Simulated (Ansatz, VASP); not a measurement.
## W: VASP beside Ansatz

One calculation is typed for both programs; each brings its own data sets. How far apart do they land? The cell is taken from a series of runs on this material, whose earlier steps may have relaxed, scaled, displaced or heated it; both programs get it as it stands.

Main program and level: Ansatz 0.2.0; plane waves, with VASP 6.6.1 beside it; relaxation of cell and atoms at PBE.

## (1) Starting point

Symmetry: Im-3m, No. 229, cubic system. Conventional cell: a = 3.170 Å, b = 3.170 Å, c = 3.170 Å, α = 90.00°, β = 90.00°, γ = 90.00°. Nearest to W lie 8 W at 2.75 Å.

Structure file:

```xyz
1
Lattice="-1.5850 1.5850 1.5850 1.5850 -1.5850 1.5850 1.5850 1.5850 -1.5850" Properties=species:S:1:pos:R:3 pbc="T T T"
W     0.0000    0.0000    0.0000
```

## (2) VASP: relaxation of cell and atoms, PBE

The relaxed volume is the usual yardstick between codes: in a stiff, nearly cubic crystal its relative difference is about their pressure difference at one cell divided by the bulk modulus.

Lines of VASP's logs that name or quote its potential files are left out, and so is its time.

INCAR

```
SYSTEM = W
PREC = Accurate
ENCUT = 600
EDIFF = 1E-07
NELM = 120
ISMEAR = 1
SIGMA = 0.15
LREAL = .FALSE.
ALGO = Normal
GGA = PE
NBANDS = 9
LASPH = .TRUE.
LORBIT = 11
LWAVE = .FALSE.
LCHARG = .FALSE.
ISIF = 3
IBRION = 2
NSW = 80
EDIFFG = -0.005
GGA_COMPAT = .FALSE.
NELMIN = 4
```

POSCAR

```
W
1.0
   -1.5850000000      1.5850000000      1.5850000000
    1.5850000000     -1.5850000000      1.5850000000
    1.5850000000      1.5850000000     -1.5850000000
W
1
Direct
    0.0000000000      0.0000000000      0.0000000000
```

KPOINTS

```
Automatic mesh
0
Gamma
22 22 22
0 0 0
```

PAW data sets: W (PBE family, release 64).

Run with:

```
$ mpirun -np 1 vasp_std
```

Numbers of over 12 decimals in the logs are rounded to 6 here.

The log of the run:

```text
[banner, memory and clock lines left out]
running    1 mpi-ranks, on    1 nodes
 distrk:  each k-point on    1 cores,    1 groups
 distr:  one band on    1 cores,    1 groups

 POSCAR found type information on POSCAR W
 POSCAR found :  1 types and       1 ions
 LDA part: xc-table for (Slater+PW92), standard interpolation
 POSCAR, INCAR and KPOINTS ok, starting setup
 FFT: planning ... GRIDC
 FFT: planning ... GRID_SOFT
 FFT: planning ... GRID
 WAVECAR not read
 entering main loop
       N       E                     dE             d eps       ncg     rms          rms(c)
DAV:   1     0.116788963813E+02    0.11679E+02   -0.32166E+03  5904   0.646E+02
DAV:   2    -0.131673624240E+02   -0.24846E+02   -0.23818E+02  6807   0.142E+02
DAV:   3    -0.136986056039E+02   -0.53124E+00   -0.52525E+00  6969   0.168E+01
DAV:   4    -0.137002136697E+02   -0.16081E-02   -0.16079E-02  6847   0.102E+00
DAV:   5    -0.137002174527E+02   -0.37830E-05   -0.37831E-05  6871   0.436E-02    0.201E+01
DAV:   6    -0.132133314060E+02    0.48689E+00   -0.35505E-01  6541   0.393E+00    0.986E+00
DAV:   7    -0.130213447591E+02    0.19199E+00   -0.43599E-01  6917   0.418E+00    0.367E-01
DAV:   8    -0.130198718098E+02    0.14729E-02   -0.22738E-03  6412   0.360E-01    0.142E-01
DAV:   9    -0.130196358556E+02    0.23595E-03   -0.26083E-04  6992   0.804E-02    0.257E-02
DAV:  10    -0.130196379229E+02   -0.20673E-05   -0.16806E-05  6924   0.306E-02    0.213E-02
DAV:  11    -0.130196359014E+02    0.20215E-05   -0.65660E-07  6407   0.822E-03    0.332E-03
DAV:  12    -0.130196359399E+02   -0.38546E-07   -0.34977E-09  3431   0.582E-04
   1 F= -.13019636E+02 E0= -.13019577E+02  d E =-.130196E+02
 curvature:   0.00 expect dE= 0.000E+00 dE for cont linesearch  0.000E+00
 trial: gam= 0.00000 g(F)=  0.218E-65 g(S)=  0.690E-03 ort = 0.000E+00 (trialstep = 0.100E+01)
 search vector abs. value=  0.690E-03
 bond charge predicted
       N       E                     dE             d eps       ncg     rms          rms(c)
DAV:   1    -0.130194166523E+02    0.21925E-03   -0.33968E-02  5952   0.132E+00    0.554E-01
DAV:   2    -0.130189071237E+02    0.50953E-03   -0.49878E-04  6750   0.168E-01    0.241E-01
DAV:   3    -0.130187531393E+02    0.15398E-03   -0.37348E-04  7606   0.123E-01    0.416E-03
DAV:   4    -0.130187538210E+02   -0.68164E-06   -0.22289E-06  6508   0.103E-02    0.286E-03
DAV:   5    -0.130187543226E+02   -0.50164E-06   -0.20705E-06  6667   0.713E-03    0.953E-04
DAV:   6    -0.130187543716E+02   -0.49046E-07   -0.22179E-08  3537   0.122E-03
   2 F= -.13018754E+02 E0= -.13018709E+02  d E =0.881568E-03
 trial-energy change:    0.000882  1 .order    0.000859   -0.000690    0.002409
 step:   0.2154(harm=  0.2227)  dis= 0.00000  next Energy=   -13.019710 (dE=-0.741E-04)
 bond charge predicted
       N       E                     dE             d eps       ncg     rms          rms(c)
DAV:   1    -0.130200904567E+02   -0.13361E-02   -0.21018E-02  5956   0.105E+00    0.435E-01
DAV:   2    -0.130197898137E+02    0.30064E-03   -0.30039E-04  6704   0.130E-01    0.189E-01
DAV:   3    -0.130197056116E+02    0.84202E-04   -0.23077E-04  7609   0.969E-02    0.318E-03
DAV:   4    -0.130197068734E+02   -0.12619E-05   -0.14108E-06  6521   0.815E-03    0.244E-03
DAV:   5    -0.130197080873E+02   -0.12138E-05   -0.12273E-06  6683   0.554E-03    0.756E-04
DAV:   6    -0.130197080951E+02   -0.77755E-08   -0.14121E-08  3184   0.973E-04
   3 F= -.13019708E+02 E0= -.13019652E+02  d E =-.721551E-04
 curvature:  -0.11 expect dE=-0.415E-07 dE for cont linesearch -0.415E-07
 trial: gam=-0.02270 g(F)=  0.733E-65 g(S)=  0.373E-06 ort = 0.160E-04 (trialstep = 0.843E+00)
 search vector abs. value=  0.301E-09
 reached required accuracy - stopping structural energy minimisation
```

From OUTCAR (step 2):

```text
ion  position               nearest neighbor table
   1  0.000  0.000  0.000-

  LATTYP: Found a body centered cubic cell.
 ALAT       =     3.1700000000

 Subroutine GETGRP returns: Found 48 space group operations
 (whereof 48 operations were pure point group operations)

The static configuration has the point symmetry O_h .

 Found    328 irreducible k-points:

   k-points           NKPTS =    328   k-points in BZ     NKDIM =    328   number of bands    NBANDS=      9

   dimension x,y,z NGX =    24 NGY =   24 NGZ =   24
   dimension x,y,z NGXF=    48 NGYF=   48 NGZF=   48

   ENCUT  =  600.0 eV  44.10 Ry    6.64 a.u.   5.48  5.48  5.48*2*pi/ulx,y,z

   NELECT =       6.0000    total number of electrons

 k-points in reciprocal lattice and weights: Automatic mesh
   0.00000000  0.00000000  0.00000000       0.000
   0.04545455  0.00000000  0.00000000       0.001
   0.09090909  0.00000000  0.00000000       0.001
   0.13636364  0.00000000  0.00000000       0.001
   0.18181818  0.00000000  0.00000000       0.001
   0.22727273  0.00000000  0.00000000       0.001
   0.27272727  0.00000000  0.00000000       0.001
   0.31818182  0.00000000  0.00000000       0.001
   0.36363636  0.00000000  0.00000000       0.001
[...]
0.50000000  0.50000000  0.45454545       0.001
   0.50000000  0.50000000  0.50000000       0.000

 average (electrostatic) potential at core
       1 -38.0140

 E-fermi :   7.7370

 k-point     1 :       0.0000    0.0000    0.0000
  band No.  band energies     occupation
      1      -1.8340      2.00000
      2       6.5026      2.00000
      3       6.5026      2.00000
      4       6.5026      2.00000
      5       9.9507     -0.00000
      6       9.9507     -0.00000
      7      22.9459      0.00000
      8      22.9459      0.00000
      9      22.9459      0.00000

 k-point     2 :       0.0455    0.0000    0.0000
  band No.  band energies     occupation
      1      -1.7368      2.00000
      2       6.4424      2.00000
      3       6.4906      2.00000
      4       6.5988      2.00000
      5       9.8533     -0.00000
      6       9.9521     -0.00000
      7      23.0306      0.00000
      8      23.1156      0.00000
      9      23.1868      0.00000

 k-point     3 :       0.0909    0.0000    0.0000
  band No.  band energies     occupation
      1      -1.4517      2.00000
      2       6.2715      2.00000
      3       6.4421      2.00000
      4       6.8855      2.00000
      5       9.6178     -0.00000
      6       9.9593     -0.00000
      7      23.2558      0.00000
      8      23.6139      0.00000
      9      23.8338      0.00000

  Total        0.0016049      0.0016049      0.0016049      0.0000000      0.0000000      0.0000000
  in kB        0.1610934      0.1610934      0.1610934      0.0000000      0.0000000      0.0000000
  external PRESSURE =       0.1610934 kB  Pullay stress =       0.0000000 kB

  energy-cutoff  :      600.00
  volume of cell :       15.96
      direct lattice vectors                 reciprocal lattice vectors
    -1.586137648  1.586137648  1.586137648     0.000000000  0.315231153  0.315231153
     1.586137648 -1.586137648  1.586137648     0.315231153  0.000000000  0.315231153
     1.586137648  1.586137648 -1.586137648     0.315231153  0.315231153  0.000000000

 POSITION                                       TOTAL-FORCE (eV/Angst)
 -----------------------------------------------------------------------------------
      0.00000      0.00000      0.00000         0.000000      0.000000     -0.000000
 -----------------------------------------------------------------------------------
    total drift:                               -0.000000     -0.000000      0.000000

  FREE ENERGIE OF THE ION-ELECTRON SYSTEM (eV)
  ---------------------------------------------------
  free  energy   TOTEN  =       -13.0197080951 eV

  energy  without entropy=      -13.0195390790  energy(sigma->0) =      -13.01965176

 reached required accuracy - stopping structural energy minimisation

 total charge
# of ion       s       p       d       tot
------------------------------------------
    1        0.675   0.720   4.135   5.530

[... 3 further parts left out ...]
```

CONTCAR:

```
W
   1.00000000000000
    -1.5861376475044231    1.5861376475044231    1.5861376475044231
     1.5861376475044231   -1.5861376475044231    1.5861376475044231
     1.5861376475044231    1.5861376475044231   -1.5861376475044231
  W
     1
Direct
     0.0000000000000000    0.0000000000000000    0.0000000000000000
```

The run keeps the 48 symmetry operations of its start, so it cannot find a distortion of lower symmetry.

## (3) Ansatz: relaxation of cell and atoms, PBE

Ansatz runs on its PAW soft_1 files.

The same cell, functional, mesh and smearing now go to Ansatz, which takes its cutoff from its data sets.

input.yaml

```yaml
crystal:
  lattice:
    - [-1.585, 1.585, 1.585]
    - [1.585, -1.585, 1.585]
    - [1.585, 1.585, -1.585]
  atoms:
    - { symbol: W, position: [0.0, 0.0, 0.0] }
kpoints:
  mp_grid: { grid: [22, 22, 22] }
hamiltonian:
  xc: pbe
  pseudopotentials: { kind: paw, azcp: { folder: soft_1 } }
scf:
  occupations: { method: methfessel_paxton, width: 0.15 }
output:
  forces: true
  stress: true
  eigenvalues: true
relax:
  adjacent_minimum: "off"
  f_tol: 0.002
  max_steps: 60
  cell: { stress_tol: 0.02 }
```

Run with:

```
$ ansatz run input.yaml --threads 8 --pin off --max-ram 20480MiB --backend cpu --events-out ev --progress --plain --runs-dir out
```

The log of the run:

```text
The last accepted step is kept in <dir> (removed where the run ends without a failure and the disk answers)
Engine: ansatz 0.2.0, aarch64-unknown-linux-gnu
Pseudopotentials: kind: paw
Pseudopotential: W, paw, valence charge 14, recommended cutoff 420 eV (normal), soft_1/W.paw.azcp
Functional definition: PBE
  parameter kappa = 0.804
  parameter beta = 0.066725
  exchange = pbe_x(kappa = kappa, mu = beta*pi^2/3)
  correlation = pbe_c(beta = beta)
Crystal: 1 atoms, lattice volume = 15.928 Å³
Basis set: ecut = 420 eV, 321 PW (Γ), exchange–correlation on 40×40×40 points (8 copies of the dense FFT grid, shifted against one another)
Bands: 11, of which v1, the nominal top of the filled ones, is band 7 counted from 1 (6 counted from 0)
Symmetry: 48 space group operations
Space group: Im-3m (ITA 229), of the structure as read, at distance tolerance 2.5e-5 Å
k-points: 328 of 10648
Non-local potential: W, projectors of the file, l = 0: 3, l = 1: 2, l = 2: 2, l = 3: 1
PAW form: soft (Blöchl's): semilocal exchange-correlation on the pseudo side does not see the compensation charge
PAW one-centre angular grid: W, 590 points (default); XC on 64 Gauss nodes
Initial density: superposition of atomic densities (chi_scale 0.1, normalization cell)
Initial wavefunctions: pseudopotential atomic-orbital guess
Functional: x = pbe(κ = 0.804, μ = 0.219515), c = pbe(β = 0.066725)
SCF iter   1: F=—  HF=-10386.109939 eV  |F-HF|=—  |Δ(HF+E_count)|=         —  Δρ=6.32e-2  dr2=5.46e-1  ethr=3.10e-3  ⟨swp⟩=5.0  Hψ=18856  notcnv=0
preconditioner: auto → none  [metal: Δε(μ)=0.015 eV  Ē_g=9.211 eV  σ=0.150 eV  W_gap=0.08  n_scr=0 (ndim 8)  ℏωp=22.8 eV  f_vac=0.000  D(μ)=0.47/eV (n_scr^D=0)]
SCF iter   2: F=—  HF=-10385.921785 eV  |F-HF|=—  |Δ(HF+E_count)|=   1.88e-1  S|Δr|=    0.00e0  Δρ=2.34e-2  dr2=3.73e-2  ethr=3.10e-3  ⟨swp⟩=2.8  Hψ=8827  notcnv=0  defer=23
SCF iter   3: F=—  HF=-10385.916196 eV  |F-HF|=—  |Δ(HF+E_count)|=   5.59e-3  S|Δr|=    0.00e0  Δρ=7.03e-3  dr2=2.42e-3  ethr=2.67e-4  ⟨swp⟩=1.8  Hψ=4296  notcnv=0  defer=23
SCF iter   4: F=—  HF=-10385.916119 eV  |F-HF|=—  |Δ(HF+E_count)|=   7.68e-5  S|Δr|=    0.00e0  Δρ=2.28e-4  dr2=2.18e-6  ethr=1.73e-5  ⟨swp⟩=1.0  Hψ=3585  notcnv=0  defer=23
SCF iter   5: F=—  HF=-10385.916121 eV  |F-HF|=—  |Δ(HF+E_count)|=   2.11e-6  S|Δr|=    0.00e0  Δρ=4.36e-5  dr2=1.18e-7  ethr=7.14e-10  ⟨swp⟩=6.7  Hψ=17899  notcnv=0
SCF iter   6: F=-10385.916121 eV  HF=-10385.916121 eV  |F-HF|=7.82e-10  |Δ(HF+E_count)|=   2.30e-8  S|Δr|=    0.00e0  Δρ=2.93e-6  dr2=1.08e-9  ethr=7.14e-10  ⟨swp⟩=4.0  Hψ=10435  notcnv=0
SCF 1 converged in 6 iterations: F = -10385.916121 eV  dr2 = 1.08e-9
  greatest PAW one-centre occupation: 0.999 electrons in one spin orbital (limit 2), on the W atom at site 0 (counted from 0), in its partial waves of l = 0
relax step   1: F+E_penalty+E_count = -10385.91612122 eV  Δ(F+E_penalty+E_count) = +0.000e0 eV  max|allowed force component| = 0.000e0 eV/Å  Δτ_max = 0.0000 Å  P = +4.240 GPa  Ω = 15.928 Å³  (6 SCF iters, dr2 threshold 1.00e-7 eV, accepted)
[...]
relax step   2: F+E_penalty+E_count = -10385.89797472 eV  Δ(F+E_penalty+E_count) = +1.815e-2 eV  max|allowed force component| = 0.000e0 eV/Å  Δτ_max = 0.0000 Å  P = -10.446 GPa  Ω = 16.755 Å³  energy of the carried Pulay correction = -4.800e-4 eV  (4 SCF iters, dr2 threshold 1.00e-7 eV, rejected (line search))
[...]
relax step   3: F+E_penalty+E_count = -10385.91882205 eV  Δ(F+E_penalty+E_count) = -2.701e-3 eV  max|allowed force component| = 0.000e0 eV/Å  Δτ_max = 0.0000 Å  P = -0.239 GPa  Ω = 16.158 Å³  energy of the carried Pulay correction = -1.361e-4 eV  (6 SCF iters, accepted)
[...]
relax step   4: F+E_penalty+E_count = -10385.91883916 eV  Δ(F+E_penalty+E_count) = -1.711e-5 eV  max|allowed force component| = 0.000e0 eV/Å  Δτ_max = 0.0000 Å  P = +0.004 GPa  Ω = 16.145 Å³  energy of the carried Pulay correction = -1.285e-4 eV  (2 SCF iters, dr2 threshold 1.00e-7 eV, accepted)
[...]
relax step   5: F+E_penalty+E_count = -10385.91896794 eV  Δ(F+E_penalty+E_count) = -1.288e-4 eV  max|allowed force component| = 0.000e0 eV/Å  Δτ_max = 0.0000 Å  P = +0.005 GPa  Ω = 16.145 Å³  stress off target by 5.02e-3 GPa  SCF on the basis re-selected at this cell (its energy is not comparable with the rows above)  (5 SCF iters)
basis re-selected at this cell: Δ(F+E_penalty+E_count) = -1.288e-4 eV, ΔP = +0.001 GPa vs the last step (what re-selecting the basis moved, of the pressure what is left beyond the Pulay correction that the steps carried, after the strain that the cell walked since its last selection, with what the two solves' SCF thresholds leave and, on support functions, any second-order correction that the steps lacked; it is no measure of the basis error at this ecutwfc). This SCF's stress stands 5.02e-3 GPa from its target on what of the cell is left free (relax.cell.stress_tol is 2.00e-2 GPa) and its largest allowed force component is 0.00e0 eV/Å (relax.f_tol is 2.00e-3 eV/Å): [rest of the remark cut]
SCF converged after 5 iterations
Stability not checked: this state was not tested for a lower state beside it, because cold or Methfessel-Paxton smearing, or corrected tetrahedra, fill the levels in a way that the test cannot read (fill_not_monotonic; see scf.lower_state_search)
Free energy (F): -10385.918968 eV
Harris-Foulkes:  -10385.918968 eV  (|F-HF|=3.64e-12)
Internal energy: -10385.918846 eV  (E = F + TS)
E sigma→0 (E₀):  -10385.918937 eV
Entropy (-TS):   -0.000122 eV (-0.122 meV/atom)
Fermi energy:    21.956328 eV
--- Per-component energies (eV) ---
  E_band       = -90.522251
  E_kinetic    = 420.784840
  E_local      = -554.054563  (includes V_loc(G=0)·N_el)
  E_nonlocal   = -25.516718
  E_hartree    = 230.822846
  E_xc         = -267.445127
  E_vxc        = -231.004319  (∫ρ·V_xc dr)
  E_paw        = -8577.764768  (= ΣΔE_a)
  E_vpaw       = -162.377316  (= ΣTr[D̂ρ^β])
  E_aug_tail   = 0.000148  (compensation charges beyond the density's cutoff)
  E_ewald      = -1612.745504
  E_smearing   = -0.000122  (= −TS)
  E_closure    = 0.000000  (closes the sum)
  Σ components = -10385.918968   (vs F -10385.918968, Δ=0.00e0)
--- Forces (eV/Å), atoms counted from 1 ---
  atom   1  W      0.00000000     0.00000000    -0.00000000
  max |Σ_I F_I| component: 4.52e-32 eV/Å
--- Stress (GPa, compression-positive) ---
        0.005022      -0.000000      -0.000000
       -0.000000       0.005022      -0.000000
        0.000000       0.000000       0.005022
  P = ⅓ Tr σ = 0.0050 GPa (0.050 kbar)
--- Band table (eV; the first three rows and the last of 328) ---
  k-point 0: bands = [... 3 lower, -15.7944, 12.4207, 20.7515, 20.7515, 20.7515, 24.1709, 24.1709, 36.4219]
  k-point 1: bands = [... 3 lower, -15.7945, 12.5193, 20.6917, 20.7393, 20.8463, 24.0728, 24.1717, 36.5060]
  k-point 2: bands = [... 3 lower, -15.7949, 12.8081, 20.5219, 20.6901, 21.1288, 23.8363, 24.1775, 36.7315]
  k-point 327: bands = [... 3 lower, -16.6488, 16.2670, 16.2670, 26.9920, 26.9920, 26.9920, 30.0585, 30.0585]
--- Relaxed structure (4 steps of the walk, 3 accepted, 1 SCFs on fresh bases) ---
  F+E_penalty+E_count = -10385.91896794 eV   max|allowed force component| = 0.000e0 eV/Å   (the final SCF, on the basis selected at the relaxed cell)
  cell:  # Å, volume = 16.1449 Å³
    - [-1.592179, 1.592179, 1.592179]
    - [1.592179, -1.592179, 1.592179]
    - [1.592179, 1.592179, -1.592179]
  atoms:
    - { symbol: W, position: [0.0, 0.0, 0.0] }
```

The column dr2 measures how far the density is from self-consistency, as an energy; F and HF (Harris–Foulkes) agree once it is small.

## (4) Side by side

Known differences besides the potentials themselves: the data sets hold 14 valence electrons in Ansatz (on its PAW soft_1 files) and 6 in VASP; the cutoff is 420 eV in Ansatz and 600 eV in VASP; Ansatz adds a Pulay correction to the stress that steers its cell, VASP none. Total energies have different zeros and are not compared.

The two programs side by side:

| quantity | Ansatz | VASP | difference |
| --- | --- | --- | --- |
| volume (Å³) | 16.14 | 15.96 | +1.15 % |
| edge a after relaxation, in the typed setting (Å) | 2.758 | 2.747 | +0.38 % |

## (5) Results

```json
{"difference in volume (relaxation of cell and atoms, PBE)": "1.1 %"}
```

In words: The difference in volume is 1.1 % (relaxation of cell and atoms, PBE), at about the 1.2 % picked in this series as the mark of a large difference, as far as the stopping tolerances let one tell. The data sets hold unlike numbers of valence electrons (14 in Ansatz and 6 in VASP), so part of the differences comes from the potentials. Such differences can come from data sets, numerical settings and the points named under the comparisons, not from the functional's error against experiment.

[Lines on the potential files, build, host, timing and source positions are cut from VASP's logs without a mark.]

[Logs are printed without paths, hosts, clocks, repeated set-up lines and the standing remarks that a program may print on its own settings, such as how far it seeks lower states.]

[Hosts, paths, dates, database ids (printed as entryN), source tags and the programs' standing remarks are cut or masked in the printed files.]
